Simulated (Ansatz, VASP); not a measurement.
# TiOs: VASP beside Ansatz, part 2 of 2

Wanted: the spread between two codes on one cell, functional and k mesh. The cell is taken from a series of runs on this material, whose earlier steps may have relaxed, scaled, displaced or heated it; both programs get it as it stands.

VASP 6.6.1 and Ansatz 0.2.0.

So far: Starting point; Ansatz: zone-centre phonons, PBEsol.

## (3) VASP: zone-centre phonons, PBEsol

Level of this step: PBEsol; plane waves and PAW (Ti_sv, Os) (VASP).

The same cell, functional, mesh and smearing now go to VASP, with its own data sets.

Lines of VASP's logs that name or quote its potential files are left out, and so is its time.

INCAR reads:

```
SYSTEM = TiOs
PREC = Accurate
ENCUT = 600
EDIFF = 1E-08
NELM = 120
ISMEAR = -1
SIGMA = 0.1
LREAL = .FALSE.
ALGO = Normal
GGA = PS
NBANDS = 16
LASPH = .TRUE.
LORBIT = 11
LWAVE = .FALSE.
LCHARG = .FALSE.
ISIF = 2
IBRION = 8
GGA_COMPAT = .FALSE.
KPAR = 2
```

POSCAR reads:

```
TiOs
1.0
    3.0605662111      0.0000000000      0.0000000000
    0.0000000000      3.0605662111      0.0000000000
    0.0000000000      0.0000000000      3.0605662111
Ti Os
1 1
Direct
    0.5000000000      0.5000000000      0.5000000000
    0.0000000000      0.0000000000      0.0000000000
```

KPOINTS reads:

```
Automatic mesh
0
Gamma
16 16 16
0 0 0
```

PAW data sets: Ti_sv and Os (PBE family, release 64).

Command:

```
mpirun -np 2 vasp_std
```

Numbers of over 12 decimals in the logs are rounded to 6 here.

The log of the run:

```text
[banner, memory and clock lines left out]
running    2 mpi-ranks, on    1 nodes
 distrk:  each k-point on    1 cores,    2 groups
 distr:  one band on    1 cores,    1 groups

 POSCAR found type information on POSCAR TiOs
 POSCAR found :  2 types and       2 ions
|                                                                             |
|               ----> ADVICE to this user running VASP <----                  |
|                                                                             |
|     You enforced a specific xc type in the INCAR file but a different       |
|     [... a line on the potential file left out ...]
|     I HOPE YOU KNOW WHAT YOU ARE DOING!                                     |
|                                                                             |

 LDA part: xc-table for (Slater+PW92), standard interpolation
 POSCAR, INCAR and KPOINTS ok, starting setup
 FFT: planning ... GRIDC
 FFT: planning ... GRID_SOFT
 FFT: planning ... GRID
 WAVECAR not read
 entering main loop
       N       E                     dE             d eps       ncg     rms          rms(c)
DAV:   1     0.188856280787E+03    0.18886E+03   -0.11559E+04  5344   0.161E+03
DAV:   2    -0.776902786389E+01   -0.19663E+03   -0.18921E+03  5808   0.434E+02
DAV:   3    -0.236372605242E+02   -0.15868E+02   -0.15618E+02  8792   0.110E+02
DAV:   4    -0.241977191825E+02   -0.56046E+00   -0.55989E+00  5968   0.170E+01
DAV:   5    -0.242168699850E+02   -0.19151E-01   -0.19149E-01  7504   0.260E+00    0.167E+01
DAV:   6    -0.227300827192E+02    0.14868E+01   -0.98210E+00  6128   0.340E+01    0.105E+01
DAV:   7    -0.222541428060E+02    0.47594E+00   -0.53113E+00  7384   0.188E+01    0.446E+00
DAV:   8    -0.220305410820E+02    0.22360E+00   -0.11882E+00  6104   0.112E+01    0.133E+00
DAV:   9    -0.220296721897E+02    0.86889E-03   -0.81378E-02  6408   0.386E+00    0.393E-01
DAV:  10    -0.220303807319E+02   -0.70854E-03   -0.55384E-03  7624   0.697E-01    0.170E-01
DAV:  11    -0.220304975753E+02   -0.11684E-03   -0.52617E-04  5976   0.228E-01    0.393E-02
DAV:  12    -0.220304745422E+02    0.23033E-04   -0.56805E-05  7320   0.761E-02    0.139E-02
DAV:  13    -0.220304754687E+02   -0.92657E-06   -0.84884E-06  5704   0.292E-02    0.597E-03
DAV:  14    -0.220304754926E+02   -0.23862E-07   -0.13588E-06  5504   0.138E-02    0.119E-03
DAV:  15    -0.220304754604E+02    0.32165E-07   -0.12226E-07  7032   0.326E-03    0.430E-04
DAV:  16    -0.220304754467E+02    0.13762E-07   -0.45948E-09  2840   0.804E-04    0.201E-04
DAV:  17    -0.220304754530E+02   -0.62928E-08   -0.89554E-10  2752   0.342E-04
   1 F= -.22030475E+02 E0= -.22023378E+02  d E =-.141954E-01
 Linear response reoptimize wavefunctions to high precision
DAV:   1    -0.220304754538E+02   -0.83719E-09   -0.15885E-10  2864   0.133E-04
DAV:   2    -0.220304754538E+02    0.21373E-10   -0.29107E-11  2744   0.596E-05
 Linear response DOF=           2
 Linear response progress:
  Degree of freedom:   1/  2
       N       E                     dE             d eps       ncg     rms          rms(c)
RMM:   1    -0.651203881722E+00   -0.65120E+00    0.25196E+01 13359   0.143E+02
RMM:   2    -0.618395930075E+00    0.32808E-01   -0.26812E-01 21397   0.419E+00    0.283E-01
RMM:   3    -0.616430904573E+00    0.19650E-02   -0.21466E-02 23872   0.105E+00    0.141E-01
RMM:   4    -0.617456893661E+00   -0.10260E-02   -0.16809E-02 27420   0.516E-01    0.252E-02
RMM:   5    -0.618595687855E+00   -0.11388E-02   -0.84498E-04 26796   0.150E-01    0.182E-02
RMM:   6    -0.619022574192E+00   -0.42689E-03   -0.23049E-04 27047   0.673E-02    0.837E-03
RMM:   7    -0.619536274711E+00   -0.51370E-03   -0.30757E-05 26274   0.318E-02    0.362E-03
RMM:   8    -0.619429541952E+00    0.10673E-03   -0.15710E-05 26311   0.167E-02    0.394E-03
RMM:   9    -0.619548710917E+00   -0.11917E-03   -0.82887E-06 26407   0.952E-03    0.640E-04
RMM:  10    -0.619563270143E+00   -0.14559E-04   -0.38004E-06 30206   0.487E-03    0.272E-04
RMM:  11    -0.619570267576E+00   -0.69974E-05   -0.26320E-06 28537   0.289E-03    0.897E-05
RMM:  12    -0.619570937211E+00   -0.66963E-06   -0.31322E-06 30460   0.198E-03    0.713E-05
RMM:  13    -0.619572957112E+00   -0.20199E-05   -0.29007E-06 28844   0.151E-03    0.287E-05
RMM:  14    -0.619573834466E+00   -0.87735E-06   -0.26728E-06 29622   0.124E-03    0.140E-05
[...]
RMM:  23    -0.619574544591E+00   -0.14392E-07   -0.85914E-07 23813   0.469E-04    0.210E-05
RMM:  24    -0.619574564949E+00   -0.20357E-07   -0.78572E-07 24650   0.435E-04    0.218E-05
RMM:  25    -0.619574578766E+00   -0.13818E-07   -0.72179E-07 16847   0.401E-04    0.243E-05
RMM:  26    -0.619574592891E+00   -0.14125E-07   -0.66470E-07 16548   0.372E-04    0.259E-05
RMM:  27    -0.619574598273E+00   -0.53824E-08   -0.62681E-07 16594   0.346E-04    0.282E-05
RMM:  28    -0.619574609385E+00   -0.11111E-07   -0.59189E-07 13612   0.322E-04    0.299E-05
RMM:  29    -0.619574618089E+00   -0.87039E-08   -0.68155E-07 13223   0.300E-04    0.315E-05
RMM:  30    -0.619574627332E+00   -0.92432E-08   -0.63809E-07 15368   0.281E-04    0.331E-05
 first order change of Fermi-energy   0.40208E-03
 force on displaced ion       1 direction 1 :  -7.754   0.000  -0.000
 Linear response progress:
  Degree of freedom:   2/  2
       N       E                     dE             d eps       ncg     rms          rms(c)
RMM:   1    -0.208590687362E+00   -0.20859E+00   -0.98235E-02 25613   0.255E+00
RMM:   2    -0.209546813599E+00   -0.95613E-03   -0.49048E-03 23076   0.505E-01    0.191E-01
RMM:   3    -0.209195043742E+00    0.35177E-03   -0.96331E-04 25956   0.164E-01    0.114E-01
RMM:   4    -0.209453937722E+00   -0.25889E-03   -0.56781E-04 24567   0.145E-01    0.130E-02
RMM:   5    -0.209472918032E+00   -0.18980E-04   -0.98796E-05 28133   0.455E-02    0.906E-03
RMM:   6    -0.209489092389E+00   -0.16174E-04   -0.12094E-05 26363   0.217E-02    0.282E-03
RMM:   7    -0.209487053258E+00    0.20391E-05   -0.36010E-06 29317   0.930E-03    0.134E-03
RMM:   8    -0.209473649321E+00    0.13404E-04   -0.65743E-07 27499   0.407E-03    0.226E-04
RMM:   9    -0.209473113323E+00    0.53600E-06   -0.19163E-07 29054   0.193E-03    0.105E-04
RMM:  10    -0.209473173706E+00   -0.60383E-07    0.60420E-08 29393   0.844E-04    0.598E-05
RMM:  11    -0.209473078905E+00    0.94801E-07    0.40871E-08 30705   0.410E-04    0.347E-05
RMM:  12    -0.209473175025E+00   -0.96120E-07   -0.13679E-08 28739   0.210E-04    0.454E-06
RMM:  13    -0.209473176799E+00   -0.17746E-08    0.71097E-09 31282   0.102E-04    0.688E-06
 first order change of Fermi-energy  -0.38770E-03
 force on displaced ion       2 direction 1 :  -7.727   0.000  -0.000
 Linear response finished
```

From OUTCAR (step 3):

```text
ion  position               nearest neighbor table
   1  0.500  0.500  0.500-   2 2.65   2 2.65   2 2.65   2 2.65   2 2.65   2 2.65   2 2.65   2 2.65

  LATTYP: Found a simple cubic cell.
 ALAT       =     3.0605662111

 Subroutine GETGRP returns: Found 48 space group operations
 (whereof 48 operations were pure point group operations)

The static configuration has the point symmetry O_h .

 Found    165 irreducible k-points:

   k-points           NKPTS =    165   k-points in BZ     NKDIM =    165   number of bands    NBANDS=     16

   dimension x,y,z NGX =    24 NGY =   24 NGZ =   24
   dimension x,y,z NGXF=    48 NGYF=   48 NGZF=   48

   ENCUT  =  600.0 eV  44.10 Ry    6.64 a.u.   6.11  6.11  6.11*2*pi/ulx,y,z

   NELECT =      20.0000    total number of electrons

 k-points in reciprocal lattice and weights: Automatic mesh
   0.00000000  0.00000000  0.00000000       0.000
   0.06250000  0.00000000  0.00000000       0.001
   0.12500000  0.00000000  0.00000000       0.001
   0.18750000  0.00000000  0.00000000       0.001
   0.25000000  0.00000000  0.00000000       0.001
   0.31250000  0.00000000  0.00000000       0.001
   0.37500000  0.00000000  0.00000000       0.001
   0.43750000  0.00000000  0.00000000       0.001
   0.50000000  0.00000000  0.00000000       0.001
[...]
0.50000000  0.50000000  0.43750000       0.001
   0.50000000  0.50000000  0.50000000       0.000

 average (electrostatic) potential at core
       1 -71.1932       2 -42.2977

  Total        0.0564125      0.0564125      0.0564125      0.0000000      0.0000000      0.0000000
  in kB        3.1526878      3.1526878      3.1526878      0.0000000      0.0000000      0.0000000
  external PRESSURE =       3.1526878 kB  Pullay stress =       0.0000000 kB

  energy-cutoff  :      600.00
  volume of cell :       28.67
      direct lattice vectors                 reciprocal lattice vectors
     3.060566211  0.000000000  0.000000000     0.326736927  0.000000000  0.000000000
     0.000000000  3.060566211  0.000000000     0.000000000  0.326736927  0.000000000
     0.000000000  0.000000000  3.060566211     0.000000000  0.000000000  0.326736927

 POSITION                                       TOTAL-FORCE (eV/Angst)
 -----------------------------------------------------------------------------------
      1.53028      1.53028      1.53028         0.000000      0.000000      0.000000
      0.00000      0.00000      0.00000         0.000000      0.000000      0.000000
 -----------------------------------------------------------------------------------
    total drift:                                0.000000      0.000000     -0.000000

 Eigenvectors and eigenvalues of the dynamical matrix
 ----------------------------------------------------

   1 f  =    7.036190 THz    44.209683 2PiTHz  234.702024 cm-1    29.099329 meV
             X         Y         Z           dx          dy          dz
      1.530283  1.530283  1.530283    -0.000000   -0.000000   -0.894117
      0.000000  0.000000  0.000000     0.000000    0.000000    0.447833

   2 f  =    7.036190 THz    44.209683 2PiTHz  234.702024 cm-1    29.099329 meV
             X         Y         Z           dx          dy          dz
      1.530283  1.530283  1.530283     0.000020   -0.894117    0.000000
      0.000000  0.000000  0.000000    -0.000010    0.447833    0.000000

   3 f  =    7.036190 THz    44.209683 2PiTHz  234.702024 cm-1    29.099329 meV
             X         Y         Z           dx          dy          dz
      1.530283  1.530283  1.530283    -0.894117   -0.000020    0.000000
      0.000000  0.000000  0.000000     0.447833    0.000010    0.000000

   4 f/i=    0.004871 THz     0.030604 2PiTHz    0.162473 cm-1     0.020144 meV
             X         Y         Z           dx          dy          dz
      1.530283  1.530283  1.530283    -0.316666    0.316665   -0.000000
      0.000000  0.000000  0.000000    -0.632237    0.632236    0.000000

   5 f/i=    0.004871 THz     0.030604 2PiTHz    0.162473 cm-1     0.020144 meV
             X         Y         Z           dx          dy          dz
      1.530283  1.530283  1.530283    -0.316665   -0.316666    0.000000
      0.000000  0.000000  0.000000    -0.632236   -0.632237    0.000000

   6 f/i=    0.004871 THz     0.030604 2PiTHz    0.162473 cm-1     0.020144 meV
             X         Y         Z           dx          dy          dz
      1.530283  1.530283  1.530283    -0.000000   -0.000000   -0.447833
      0.000000  0.000000  0.000000     0.000000    0.000000   -0.894117

 ELASTIC MODULI CONTR FROM IONIC RELAXATION (kBar)
 Direction    XX          YY          ZZ          XY          YZ          ZX
 --------------------------------------------------------------------------------
 XX           0.0000      0.0000      0.0000      0.0000      0.0000      0.0000
 YY           0.0000      0.0000      0.0000      0.0000      0.0000      0.0000
 ZZ           0.0000      0.0000      0.0000      0.0000      0.0000      0.0000
 XY           0.0000      0.0000      0.0000      0.0000      0.0000      0.0000
 YZ           0.0000      0.0000      0.0000      0.0000      0.0000      0.0000
 ZX           0.0000      0.0000      0.0000      0.0000      0.0000      0.0000
 --------------------------------------------------------------------------------
```

## (4) Differences

Known differences besides the potentials themselves: the data sets hold 28 valence electrons in Ansatz (on its PAW soft_1 files) and 20 in VASP; the cutoff is 420 eV in Ansatz and 600 eV in VASP; Ansatz makes its cores anew for this functional, VASP keeps those of its PBE data sets. Total energies have different zeros and are not compared.

Both answers:

```
                  quantity  Ansatz   VASP  difference
optical mode 1 to 3 (cm⁻¹)   234.4  234.7     -0.12 %
```

Modes are paired by rising frequency, not by their patterns, so a pair may set unlike modes beside each other; they are those without the splitting of longitudinal modes.

## (5) Summary of results

```json
{"r.m.s. difference of the optical zone-centre modes, each program's sorted by frequency (zone-centre phonons, PBEsol)": "0.29 cm⁻¹"}
```

What this shows: The r.m.s. difference of the optical zone-centre modes, each program's sorted by frequency is 0.29 cm⁻¹ (zone-centre phonons, PBEsol). The data sets hold unlike numbers of valence electrons (28 in Ansatz and 20 in VASP), so part of the differences comes from the potentials. Such differences can come from data sets, numerical settings and the points named under the comparisons, not from the functional's error against experiment.

[Lines on the potential files, build, host, timing and source positions are cut from VASP's logs without a mark.]

[Logs are printed without paths, hosts, clocks, repeated set-up lines and the standing remarks that a program may print on its own settings, such as how far it seeks lower states.]

[Hosts, paths, dates, database ids (printed as entryN), source tags and the programs' standing remarks are cut or masked in the printed files.]
